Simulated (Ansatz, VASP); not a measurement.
## Two plane-wave programs on WF

```
CELL_PARAMETERS angstrom
1.33801 0.77250 4.96611
-1.33801 0.77250 4.96611
0.00000 -1.54499 4.96611
ATOMIC_POSITIONS crystal
W 0.81412 0.81412 0.81412
F 0.93712 0.93712 0.93712
```

The cell was built by a generator and needn't be a form met in nature.

Alike in both runs: task single point; functional PBE; k mesh 11 × 11 × 11; occupations fermi-dirac, width 0.05 eV; no spin polarisation.

|  | VASP | Ansatz |
| --- | --- | --- |
| version | VASP 6.6.1 | Ansatz 0.2.0 |
| potentials or method | VASP PAW PBE potentials, release 64 (W_sv, F) | Ansatz PAW |
| plane-wave cutoff (eV) | 520 | 420 |
| valence electrons in the cell | 21 | 21 |

VASP gave:

```
gap on the k mesh at the Fermi level (eV)       : none
pressure (GPa)                                  : 13.6
largest component of the traceless stress (GPa) : 3.75
rms of the force components (eV/Å)              : 1.013
```

Problem. Which values does Ansatz return?

Solution. gap on the k mesh at the Fermi level (eV): none; pressure (GPa): 12.0; largest component of the traceless stress (GPa): 1.02; rms of the force components (eV/Å): 0.726.

Atom by atom the forces differ by 0.287 eV/Å (rms over components). A gap of «none» marks a metal or a gap that the smearing closes.

Caveats: an odd number of electrons without spin polarisation forces a metal; a magnetic or distorted state may lie lower; the pressure holds a Pulay correction of +0.4 GPa for the finite cutoff (Ansatz). Spin-orbit coupling is left out, which matters for the levels of W.
